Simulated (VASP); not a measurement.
The input files of a VASP run:

**KPOINTS**
```
Regular mesh
0
G
  5 5 5
0 0 0
```

File POSCAR:
```
Ca2Si
1.0
  0.0000000000   3.5460718921   3.5460718921
  3.5460718921   0.0000000000   3.5460718921
  3.5460718921   3.5460718921   0.0000000000
Ca Si
2 1
Cartesian
  5.3191078381   5.3191078381   5.3191078381
  1.7730359461   1.7730359461   1.7730359461
  7.0921437842   7.0921437842   7.0921437842
```

### INCAR
```
SYSTEM = Ca2Si
PREC = Accurate
ENCUT = 400
EDIFF = 1E-6
NELM = 100
ALGO = Normal
LREAL = .FALSE.
LASPH = .TRUE.
ISMEAR = 0
SIGMA = 0.05
GGA = PS
LWAVE = .FALSE.
LCHARG = .FALSE.
IBRION = 2
ISIF = 3
NSW = 60
EDIFFG = -0.02
```

POTCAR, in this order: Ca_sv Si (PBE.64 set). Program: vasp_std.

### Question
Translate this PBEsol calculation to Ansatz.

### Answer
One equivalent input (not run):
Ansatz 0.2 input:
```yaml
crystal:
  lattice:
    - [0.0000000, 3.5460719, 3.5460719]
    - [3.5460719, 0.0000000, 3.5460719]
    - [3.5460719, 3.5460719, 0.0000000]
  atoms:
    - { symbol: Ca, position: [0.7500000, 0.7500000, 0.7500000] }
    - { symbol: Ca, position: [0.2500000, 0.2500000, 0.2500000] }
    - { symbol: Si, position: [1.0000000, 1.0000000, 1.0000000] }
kpoints:
  mp_grid: { grid: [5, 5, 5] }
hamiltonian:
  xc: pbesol
  pseudopotentials: { kind: paw }
scf:
  occupations: { method: gaussian, width: 0.05 }
  max_iter: 100
relax:
  max_steps: 60
  f_tol: 0.02
  cell: {}
output: { forces: true, stress: true, eigenvalues: true }
```
Limits of the translation: each code has its own PAW files, so the cut-off isn't converted (ENCUT is set for VASP's; basis.ecutwfc is left out, and Ansatz then takes the one that its files recommend); Ansatz stops its SCF on the density residual and VASP on the energy change (EDIFF).

The structure comes from a computed database's Ca2Si entry (Fm-3m); how it stands against other phases isn't given here. It was relaxed first. The start is the result of an earlier pass.
